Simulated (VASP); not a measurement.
MoI:

```
Mo I
1.0
     3.62326    0.00000    0.00000
     0.00000    3.62326    0.00000
     0.00000    0.00000    5.04208
Mo I
1 1
Direct
  0.50000 0.50000 0.50000
  0.00000 0.00000 0.50000
```

The cell was built by a generator and needn't be a form met in nature.

- Program: VASP 6.6.1
- Task: relaxation of cell and atoms
- Functional: LDA
- Potentials or basis: VASP PAW LDA potentials, release 64 (Mo_sv, I)
- Cutoff: 600 eV
- k mesh: 5 × 5 × 4
- Occupations: fermi-dirac, width 0.05 eV
- Spin: no spin polarisation

At the start: pressure 5.9 GPa; volume 33.10 Å³/atom.

**Question.** Where does the relaxation end?

**Answer.** Over 14 steps the energy falls by 665.2 meV/atom and the volume is 22.49 Å³/atom (-32.0 %); space group P4/mmm (No. 123, to 0.05 Å).

The path:
```
step  energy change (eV)  largest force (eV/Å)  pressure (GPa)  volume (Å³)
   1              0.0000                0.0000            5.85        66.19
   2              0.1669                0.0000           -8.32        78.00
   3             -0.1598                0.0000           -2.02        70.70
   4             -0.1604                0.0000           -1.74        70.46
   5             -0.2271                0.0000           -2.12        67.97
   6             -0.5117                0.0000           -3.45        60.43
   7             -1.3291                0.0000           -0.52        45.08
   8             -1.3153                0.0000           -1.93        46.24
   9             -1.3276                0.0000           -1.20        45.60
  10             -1.3083                0.0000            3.70        43.77
  11             -1.3289                0.0000           -0.29        45.22
  12             -1.3244                0.0000            0.51        44.51
  13             -1.3304                0.0000           -0.06        44.97
  14             -1.3304                0.0000           -0.05        44.98
```

Final structure:
```yaml
crystal:
  lattice:
    - [3.78581, 0.00000, 0.00000]
    - [0.00000, 3.78581, 0.00000]
    - [0.00000, 0.00000, 3.13827]
  atoms:
    - { symbol: Mo, position: [0.50000, 0.50000, 0.50000] }
    - { symbol: I, position: [0.00000, 0.00000, 0.50000] }
```

Caveat: the volume moved by over 15 % at a fixed basis, so the end points are rough; an odd number of electrons without spin polarisation forces a metal; a magnetic or distorted state may lie lower.
